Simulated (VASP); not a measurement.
An input for Ansatz (written as the equivalent of a VASP run, and not itself run):

Ansatz 0.2 input:
```yaml
crystal:
  lattice:
    - [4.3192391, 0.0000000, 0.0000000]
    - [0.0000000, 4.3192391, 0.0000000]
    - [0.0000000, 0.0000000, 2.8843441]
  atoms:
    - { symbol: Mg, position: [0.0000000, 0.0000000, 0.0000000] }
    - { symbol: Mg, position: [0.5000000, 0.5000000, 0.5000000] }
    - { symbol: F, position: [0.3011205, 0.3011205, 0.0000000] }
    - { symbol: F, position: [0.8011205, 0.1988795, 0.5000000] }
    - { symbol: F, position: [0.1988795, 0.8011205, 0.5000000] }
    - { symbol: F, position: [0.6988795, 0.6988795, 0.0000000] }
kpoints:
  mp_grid: { grid: [5, 5, 8] }
hamiltonian:
  xc: pbesol
  pseudopotentials: { kind: paw }
scf:
  occupations: { method: gaussian, width: 0.05 }
  max_iter: 100
relax:
  max_steps: 40
  f_tol: 0.02
  cell: { p_target: 30 }
output: { forces: true, stress: true, eigenvalues: true }
```

**Question.** Write the VASP files for the same calculation (PBEsol).

**Answer.** Several could match; the one computed here: 
**POSCAR**
```
MgF2
1.0
  4.3192390537   0.0000000000   0.0000000000
  0.0000000000   4.3192390537   0.0000000000
  0.0000000000   0.0000000000   2.8843440590
Mg F
2 4
direct
  0.0000000000   0.0000000000   0.0000000000
  0.5000000000   0.5000000000   0.5000000000
  0.3011204801   0.3011204801   0.0000000000
  0.8011204801   0.1988795199   0.5000000000
  0.1988795199   0.8011204801   0.5000000000
  0.6988795199   0.6988795199   0.0000000000
```

**INCAR**
```
! general
SYSTEM   =  MgF2
PREC     =  Accurate
ENCUT    =  620
LREAL    =  .FALSE.
LASPH    =  .TRUE.

! electronic loop
EDIFF    =  1E-6
NELM     =  100
ALGO     =  Normal

! smearing
ISMEAR   =  0
SIGMA    =  0.05

! functional
GGA      =  PS

! ions
IBRION   =  2
NSW      =  40
ISIF     =  3
EDIFFG   =  -0.02
PSTRESS  =  300

! output
LWAVE    =  .FALSE.
LCHARG   =  .FALSE.
```

KPOINTS:
```
K-points
0
Gamma
 5 5 8
```

POTCAR, in this order: Mg F (PBE.64 set). Program: vasp_std.

What does not carry over: each code has its own PAW files, so the cut-off isn't converted (ENCUT is set for VASP's; basis.ecutwfc is left out, and Ansatz then takes the one that its files recommend); Ansatz stops its SCF on the density residual and VASP on the energy change (EDIFF).

The compound is MgF2 in the rutile structure. It was relaxed first under an external pressure of 30 GPa.
